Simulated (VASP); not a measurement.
Calculation: r2SCAN meta-GGA, VASP's PBE PAW potentials (set 64) (plane waves; VASP 6.6.1).

VASP ran on this input.

**INCAR**
```
SYSTEM = TaSi2
PREC = Accurate
ENCUT = 400
EDIFF = 1E-7
NELM = 100
ALGO = Normal
LREAL = .FALSE.
LASPH = .TRUE.
ISMEAR = -5
METAGGA = R2SCAN
LMIXTAU = .TRUE.
LMAXMIX = 6
LWAVE = .FALSE.
LCHARG = .FALSE.
LORBIT = 11
NEDOS = 601
ISIF = 2
LEFG = .TRUE.
```

KPOINTS_OPT:
```
k-points along high-symmetry lines
6
Line-mode
Reciprocal
  0.000000   0.000000   0.000000 ! GAMMA
  0.500000   0.000000   0.000000 ! M

  0.500000   0.000000   0.000000 ! M
  0.333333   0.333333   0.000000 ! K

  0.333333   0.333333   0.000000 ! K
  0.000000   0.000000   0.000000 ! GAMMA

  0.000000   0.000000   0.000000 ! GAMMA
  0.000000   0.000000   0.500000 ! A

  0.000000   0.000000   0.500000 ! A
  0.500000   0.000000   0.500000 ! L

  0.500000   0.000000   0.500000 ! L
  0.333333   0.333333   0.500000 ! H

  0.333333   0.333333   0.500000 ! H
  0.000000   0.000000   0.500000 ! A

  0.500000   0.000000   0.500000 ! L
  0.500000   0.000000   0.000000 ! M

  0.333333   0.333333   0.500000 ! H
  0.333333   0.333333   0.000000 ! K
```

### POSCAR
```
TaSi2
1
    4.7770003794    -0.0000000000     0.0000000000
   -2.3885001897     4.1370040146    -0.0000000000
    0.0000000000    -0.0000000000     6.5669392973
Ta Si
3 6
Direct
  0.0000000000   0.5000000000   0.3333330000
  0.5000000000   0.0000000000   1.0000000000
  0.5000000000   0.5000000000   0.6666670000
  0.8413667851   0.6827335703   1.0000000000
  0.1586332149   0.8413667851   0.6666670000
  0.3172664297   0.1586332149   0.3333330000
  0.1586332149   0.3172664297   1.0000000000
  0.8413667851   0.1586332149   0.6666670000
  0.6827335703   0.8413667851   0.3333330000
```

**KPOINTS**
```
Regular mesh
0
gamma
  8 8 5
```

POTCAR, in this order: Ta_pv Si (PBE.64 set). Program: vasp_std.

The resulting files:

### OSZICAR
```
       N       E                     dE             d eps       ncg     rms          rms(c)
DAV:   1     0.212415900365E+03    0.21242E+03   -0.25566E+04  2040   0.134E+03
DAV:   2    -0.196965579745E+03   -0.40938E+03   -0.40317E+03  2350   0.361E+02
DAV:   3    -0.214883123702E+03   -0.17918E+02   -0.17693E+02  2600   0.662E+01
DAV:   4    -0.215229823326E+03   -0.34670E+00   -0.34176E+00  2536   0.926E+00
DAV:   5    -0.215236371846E+03   -0.65485E-02   -0.65801E-02  2600   0.123E+00    0.336E+01
DAV:   6    -0.204721239755E+03    0.10515E+02   -0.76964E+00  2622   0.190E+01    0.154E+01
DAV:   7    -0.200016052874E+03    0.47052E+01   -0.21859E+00  2360   0.835E+00    0.392E+00
DAV:   8    -0.202392110825E+03   -0.23761E+01   -0.19925E+00  2382   0.766E+00    0.189E+00
DAV:   9    -0.202436214516E+03   -0.44104E-01   -0.18222E-01  2376   0.250E+00    0.370E-01
DAV:  10    -0.202435390834E+03    0.82368E-03   -0.18605E-02  2678   0.742E-01    0.259E-01
DAV:  11    -0.202436530097E+03   -0.11393E-02   -0.64098E-03  2462   0.560E-01    0.715E-02
DAV:  12    -0.202436104949E+03    0.42515E-03   -0.28488E-03  2396   0.338E-01    0.407E-02
DAV:  13    -0.202436265934E+03   -0.16099E-03   -0.25494E-04  2462   0.123E-01    0.265E-02
DAV:  14    -0.202436214641E+03    0.51293E-04   -0.12365E-04  2520   0.796E-02    0.155E-02
DAV:  15    -0.202436261761E+03   -0.47120E-04   -0.45562E-05  2494   0.458E-02    0.499E-03
DAV:  16    -0.202436262314E+03   -0.55226E-06   -0.10337E-05  2368   0.227E-02    0.406E-03
DAV:  17    -0.202436264106E+03   -0.17919E-05   -0.51103E-06  2246   0.174E-02    0.169E-03
DAV:  18    -0.202436257469E+03    0.66368E-05   -0.13428E-06  2374   0.101E-02    0.496E-04
DAV:  19    -0.202436260882E+03   -0.34135E-05   -0.10558E-07  1432   0.261E-03    0.339E-04
DAV:  20    -0.202436258011E+03    0.28717E-05   -0.29871E-08  1256   0.137E-03    0.206E-04
DAV:  21    -0.202436259191E+03   -0.11802E-05   -0.44844E-09  1236   0.464E-04    0.112E-04
DAV:  22    -0.202436259249E+03   -0.57823E-07   -0.12526E-09  1236   0.249E-04
   1 F= -.20243626E+03 E0= -.20243626E+03  d E =0.000000E+00
       N       E                     dE             ncg
       N       E                     dE             ncg
```

**OUTCAR**
```
------------------------ aborting loop because EDIFF is reached ----------------------------------------
  FORCE on cell =-STRESS in cart. coord.  units (eV):
  Direction    XX          YY          ZZ          XY          YZ          ZX
  --------------------------------------------------------------------------------------
  Total        0.2036433      0.2036434     -0.3460761      0.0000000     -0.0000000      0.0000000
  in kB        2.5140655      2.5140659     -4.2724593      0.0000000     -0.0000000      0.0000000
  external PRESSURE =       0.2518907 kB  Pullay stress =       0.0000000 kB
  volume of cell :      129.78
      direct lattice vectors                 reciprocal lattice vectors
     4.777000379  0.000000000  0.000000000     0.209336387  0.120860410  0.000000000
    -2.388500190  4.137004015  0.000000000     0.000000000  0.241720819  0.000000000
     0.000000000  0.000000000  6.566939297     0.000000000  0.000000000  0.152277942
 POSITION                                       TOTAL-FORCE (eV/Angst)
 -----------------------------------------------------------------------------------
     -1.19425      2.06850      2.18898        -0.000000      0.000000     -0.000000
      2.38850      0.00000      0.00000        -0.000000     -0.000000      0.000000
      1.19425      2.06850      4.37796        -0.000000      0.000000      0.000000
      2.38850      2.82447      0.00000        -0.000000      0.034775      0.000000
     -1.25181      3.48074      4.37796        -0.030116      0.017387     -0.000000
      1.13669      0.65627      2.18898        -0.030116     -0.017387      0.000000
      0.00000      1.31253      0.00000         0.000000     -0.034775      0.000000
      3.64031      0.65627      4.37796         0.030116     -0.017387     -0.000000
      1.25181      3.48074      2.18898         0.030116      0.017387      0.000000
 -----------------------------------------------------------------------------------
    total drift:                                0.000000     -0.000000      0.000849
  FREE ENERGIE OF THE ION-ELECTRON SYSTEM (eV)
  ---------------------------------------------------
  free  energy   TOTEN  =      -202.4362592486 eV

  energy  without entropy=     -202.4362592486  energy(sigma->0) =     -202.43625925

 total charge

# of ion       s       p       d       tot
------------------------------------------
    1        0.293   6.203   2.529   9.025
    2        0.293   6.203   2.529   9.025
    3        0.293   6.203   2.529   9.025
    4        0.743   0.901   0.000   1.644
    5        0.743   0.901   0.000   1.644
    6        0.743   0.901   0.000   1.644
    7        0.743   0.901   0.000   1.644
    8        0.743   0.901   0.000   1.644
    9        0.743   0.901   0.000   1.644
--------------------------------------------------
tot          5.333  24.017   7.588  36.938

 Electric field gradients after diagonalization (V/A^2)
 (convention: |V_zz| > |V_xx| > |V_yy|)
----------------------------------------------------------------------
 ion       V_xx      V_yy      V_zz     asymmetry (V_yy - V_xx)/ V_zz
----------------------------------------------------------------------
   1     -49.254    -4.710    53.964       0.825
   2     -49.250    -4.710    53.960       0.825
   3     -49.252    -4.710    53.962       0.825
   4      20.251     7.160   -27.410       0.478
   5      20.251     7.160   -27.410       0.478
   6      20.251     7.160   -27.410       0.478
   7      20.251     7.160   -27.410       0.478
   8      20.251     7.160   -27.410       0.478
   9      20.251     7.160   -27.410       0.478
```
(Selected blocks of OUTCAR.)

**OUTCAR**
```
 val. band max:        9.3243183008   @ k =   0.3750  -0.0000   0.4000

 cond. band min:       9.3597612176   @ k =   0.3750   0.1250   0.2000


 Fermi energy:         9.3449416783

 k-point     1 :       0.0000    0.0000    0.0000
  band No.  band energies     occupation
      1     -26.2229      2.00000
      2     -26.2203      2.00000
      3     -26.2202      2.00000
      4     -26.1491      2.00000
      5     -26.1490      2.00000
      6     -26.0449      2.00000
      7     -26.0420      2.00000
      8     -26.0388      2.00000
      9     -26.0388      2.00000
     10      -4.7996      2.00000
     11      -1.2687      2.00000
     12      -1.2687      2.00000
     13       2.4023      2.00000
     14       3.1680      2.00000
     15       3.1680      2.00000
     16       3.1703      2.00000
     17       3.1704      2.00000
     18       4.3794      2.00000
     19       5.2722      2.00000
     20       5.2722      2.00000
     21       5.6423      2.00000
     22       6.6024      2.00000
     23       6.6025      2.00000
     24       6.7008      2.00000
     25       6.7307      2.00000
     26       6.7307      2.00000
     27       7.0346      2.00000
     28       7.0347      2.00000
     29       7.6874      2.00000
     30      10.2328      0.00000
     31      12.6117      0.00000
     32      12.6118      0.00000
     33      13.1510      0.00000
     34      13.1704      0.00000

 k-point     2 :       0.1250   -0.0000    0.0000
  band No.  band energies     occupation
      1     -26.2441      2.00000
      2     -26.2240      2.00000
      3     -26.2012      2.00000
      4     -26.1502      2.00000
      5     -26.1469      2.00000
      6     -26.0503      2.00000
      7     -26.0423      2.00000
      8     -26.0422      2.00000
      9     -26.0286      2.00000
     10      -4.6381      2.00000
     11      -1.1695      2.00000
     12      -1.1402      2.00000
     13       1.4641      2.00000
     14       2.2488      2.00000
...
```

For a metal the tetrahedron method with Blöchl corrections gives inexact stress and forces. Unless said otherwise, spin-orbit coupling is left out, though it shifts the bands of the heavy elements here.

The structure comes from a computed database's TaSi2 entry (P6_422); how it stands against other phases isn't given here. It was relaxed first. The electron count is odd and the run is not spin-polarised, which forces a metal.
